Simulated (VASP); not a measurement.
Given:

```
CELL_PARAMETERS angstrom
      1.79147    -3.10292     0.00000
      1.79147     3.10292     0.00000
      0.00000     0.00000     5.53475
ATOMIC_POSITIONS crystal
  Er 0.33333 0.66667 0.25000
  Er 0.66667 0.33333 0.75000
```

Level of theory: PBE GGA with spin-orbit coupling, VASP's PBE PAW potentials (set 64) (plane waves; VASP 6.6.1). Run with 400 eV cut-off, 11×11×6 Γ-centred mesh, Gaussian smearing of 0.050 eV, potentials Er_3.

The 4f electrons are frozen in the core of the lanthanide potential, so 4f levels, which can set the real gap, and their magnetism are missing.

Q: The job: Er (hcp), 2 atoms, PBE+SOC, static run, 400 eV, 11×11×6 Γ-centred mesh. Roughly how much core time does it take on a busy server core?

A: About 10 core-minutes (one run on a shared machine, a rough figure). It had 64 irreducible k-points, 26 bands, up to 2264 plane waves and 29 electronic steps.

The compound is Er in the hcp structure. It was relaxed first.
